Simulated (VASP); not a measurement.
Calculation: r2SCAN meta-GGA, VASP's PBE PAW potentials (set 64) (plane waves; VASP).

VASP ran on this input.

### INCAR
```
SYSTEM = Ag(110) slab
PREC = Normal; ENCUT = 400; LREAL = .False.
LASPH = .True.
EDIFF = 1E-5; NELM = 100; NELMIN = 4
ALGO = Normal; LMAXMIX = 4; LMIXTAU = .True.
ISMEAR = 1; SIGMA = 0.1
METAGGA = R2SCAN
IBRION = 2; NSW = 120; ISIF = 2
EDIFFG = -0.03
LWAVE = .True.; LCHARG = .False.
DIPOL = 0.5 0.5 0.5
LDIPOL = .True.; IDIPOL = 3
```

**POSCAR**
```
Ag(110) slab
1
    2.9039116408     0.0000000000     0.0000000000
    0.0000000000     4.1067508501    -0.0000000000
   -0.0000000000    -0.0000000000    26.6770789949
Ag
8
Direct
  0.0000000000   0.0000000000   0.3122123736
  0.5000000000   0.5000000000   0.3613765975
  0.0000000000   0.0000000000   0.4183572429
  0.5000000000   0.5000000000   0.4727556014
  0.0000000000   0.0000000000   0.5272443986
  0.5000000000   0.5000000000   0.5816427571
  0.0000000000   0.0000000000   0.6386234025
  0.5000000000   0.5000000000   0.6877876264
```

File KPOINTS:
```
Automatic mesh
0
Gamma
10 7 1
0 0 0
```

POTCAR, in this order: Ag (PBE.64 set). Program: vasp_std.

Question: What does the run give for the energy per atom (σ→0), band gap (on the k-mesh)?

Answer: 
The energy per atom (σ→0) comes out as -21.155 eV/atom and the band gap (on the k-mesh) comes out as none (metal, semimetal or under 0.01 eV).

File OSZICAR:
```
...
       N       E                     dE             d eps       ncg     rms          rms(c)
DAV:   1    -0.169240435762E+03    0.15788E-02   -0.73569E-01  2496   0.346E+00    0.445E-02
DAV:   2    -0.169241231031E+03   -0.79527E-03   -0.66186E-03  2536   0.449E-01    0.324E-02
DAV:   3    -0.169241913664E+03   -0.68263E-03   -0.42611E-04  2572   0.105E-01    0.220E-02
DAV:   4    -0.169241940795E+03   -0.27131E-04   -0.57090E-05  2288   0.393E-02    0.151E-02
DAV:   5    -0.169242221110E+03   -0.28032E-03   -0.17413E-04  2508   0.601E-02    0.975E-03
DAV:   6    -0.169242227273E+03   -0.61625E-05   -0.25258E-05  1628   0.288E-02
   5 F= -.16924223E+03 E0= -.16924235E+03  d E =-.489556E-03
```

The cell is a thin slab with vacuum, built from Ag (fcc): (110) face.
